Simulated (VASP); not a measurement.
Output of a VASP run:

**OSZICAR**
```
...
DAV:   3    -0.671151997063E+01   -0.66215E+01   -0.65889E+01   624   0.643E+01
DAV:   4    -0.694578814859E+01   -0.23427E+00   -0.23404E+00   868   0.113E+01
DAV:   5    -0.694686382298E+01   -0.10757E-02   -0.10756E-02   624   0.772E-01    0.323E+00
DAV:   6    -0.669385245212E+01    0.25301E+00   -0.50301E-01   592   0.406E+00    0.265E+00
DAV:   7    -0.668910821069E+01    0.47442E-02   -0.13114E-01   608   0.227E+00    0.154E+00
DAV:   8    -0.670646507530E+01   -0.17357E-01   -0.25893E-02   604   0.134E+00    0.201E-01
DAV:   9    -0.670755170636E+01   -0.10866E-02   -0.15447E-03   644   0.273E-01    0.109E-01
DAV:  10    -0.670861374762E+01   -0.10620E-02   -0.12071E-03   528   0.265E-01    0.203E-02
DAV:  11    -0.670864828970E+01   -0.34542E-04   -0.45651E-05   676   0.508E-02    0.131E-02
DAV:  12    -0.670865797453E+01   -0.96848E-05   -0.14891E-05   568   0.274E-02    0.530E-03
DAV:  13    -0.670865894903E+01   -0.97449E-06   -0.23152E-06   600   0.119E-02
   1 F= -.67086589E+01 E0= -.67086589E+01  d E =-.670866E+01
       N       E                     dE             d eps       ncg     rms          rms(c)
DAV:   1    -0.673156475178E+01   -0.22907E-01   -0.46468E-01   556   0.687E+00    0.980E-01
DAV:   2    -0.671433896147E+01    0.17226E-01   -0.42689E-02   608   0.189E+00    0.350E-01
DAV:   3    -0.671062797317E+01    0.37110E-02   -0.10934E-02   824   0.900E-01    0.279E-01
DAV:   4    -0.671066588096E+01   -0.37908E-04   -0.58290E-04   924   0.141E-01    0.133E-01
DAV:   5    -0.671071326240E+01   -0.47381E-04   -0.37610E-04   916   0.107E-01    0.248E-02
DAV:   6    -0.671070571330E+01    0.75491E-05   -0.16301E-05   936   0.345E-02    0.963E-03
DAV:   7    -0.671070395771E+01    0.17556E-05   -0.19028E-06   480   0.130E-02    0.283E-03
DAV:   8    -0.671070448192E+01   -0.52421E-06   -0.16956E-07   372   0.448E-03
   2 F= -.67107045E+01 E0= -.67107045E+01  d E =-.204553E-02
       N       E                     dE             d eps       ncg     rms          rms(c)
DAV:   1    -0.675003088981E+01   -0.39327E-01   -0.85903E-01   556   0.932E+00    0.135E+00
DAV:   2    -0.671812056665E+01    0.31910E-01   -0.79542E-02   616   0.257E+00    0.477E-01
DAV:   3    -0.671127159180E+01    0.68490E-02   -0.20018E-02   836   0.121E+00    0.383E-01
DAV:   4    -0.671133725732E+01   -0.65666E-04   -0.93424E-04   928   0.185E-01    0.185E-01
DAV:   5    -0.671142984642E+01   -0.92589E-04   -0.74170E-04   916   0.152E-01    0.363E-02
DAV:   6    -0.671141413774E+01    0.15709E-04   -0.34267E-05   916   0.501E-02    0.132E-02
DAV:   7    -0.671141184235E+01    0.22954E-05   -0.47591E-06   592   0.191E-02    0.451E-03
DAV:   8    -0.671141262666E+01   -0.78430E-06   -0.31893E-07   416   0.595E-03
   3 F= -.67114126E+01 E0= -.67114126E+01  d E =-.275368E-02
       N       E                     dE             d eps       ncg     rms          rms(c)
DAV:   1    -0.671285613372E+01   -0.14443E-02   -0.30911E-02   568   0.177E+00    0.246E-01
DAV:   2    -0.671168952443E+01    0.11666E-02   -0.28390E-03   604   0.487E-01    0.893E-02
DAV:   3    -0.671144247547E+01    0.24705E-03   -0.74685E-04   816   0.234E-01    0.682E-02
DAV:   4    -0.671144906529E+01   -0.65898E-05   -0.36470E-05   940   0.351E-02    0.336E-02
DAV:   5    -0.671145673327E+01   -0.76680E-05   -0.21699E-05   900   0.252E-02    0.512E-03
DAV:   6    -0.671145636157E+01    0.37170E-06   -0.56762E-07   372   0.837E-03
   4 F= -.67114564E+01 E0= -.67114564E+01  d E =-.279741E-02
```

**OUTCAR**
```
------------------------ aborting loop because EDIFF is reached ----------------------------------------
  FORCE on cell =-STRESS in cart. coord.  units (eV):
  Direction    XX          YY          ZZ          XY          YZ          ZX
  --------------------------------------------------------------------------------------
  Total        0.0007654      0.0007654      0.0007654     -0.0000000      0.0000000      0.0000000
  in kB        0.0191374      0.0191374      0.0191374     -0.0000000      0.0000000      0.0000000
  external PRESSURE =       0.0191374 kB  Pullay stress =       0.0000000 kB
  volume of cell :       64.08
      direct lattice vectors                 reciprocal lattice vectors
    -0.000000000  3.176130547  3.176130547    -0.157424260  0.157424260  0.157424260
     3.176130547 -0.000000000  3.176130547     0.157424260 -0.157424260  0.157424260
     3.176130547  3.176130547 -0.000000000     0.157424260  0.157424260 -0.157424260
  FREE ENERGIE OF THE ION-ELECTRON SYSTEM (eV)
  ---------------------------------------------------
  free  energy   TOTEN  =        -6.7114563616 eV

  energy  without entropy=       -6.7114563616  energy(sigma->0) =       -6.71145636

 reached required accuracy - stopping structural energy minimisation
```
(Selected blocks of OUTCAR.)

**POSCAR**
```
KCl
1
    0.0000000000     3.1450000000     3.1450000000
    3.1450000000     0.0000000000     3.1450000000
    3.1450000000     3.1450000000     0.0000000000
K Cl
1 1
Direct
  0.0000000000   0.0000000000   0.0000000000
  0.5000000000   0.5000000000   0.5000000000
```

**Question.** Write an INCAR and KPOINTS that could have produced this output.

**Answer.** One answer among several that fit: the input of the run itself, AM05 GGA, plane waves, VASP's PBE PAW potentials (set 64).

**INCAR**
```
SYSTEM=KCl
PREC=Accurate; ENCUT=520; LREAL=.FALSE.
LASPH=.TRUE.
EDIFF=1E-6; NELM=100; ALGO=Normal
ISMEAR=0; SIGMA=0.05
GGA=AM
IBRION=2; NSW=60; ISIF=3
EDIFFG=-0.01
LWAVE=.FALSE.; LCHARG=.FALSE.
```

File KPOINTS:
```
K-points
0
G
7 7 7
```

POTCAR, in this order: K_sv Cl (PBE.64 set). Program: vasp_std.

Energy and stress use the plane-wave basis of the starting cell.

The compound is KCl in the rock salt structure. This run relaxes it. Symmetry was kept, so distortions that lower it aren't found.
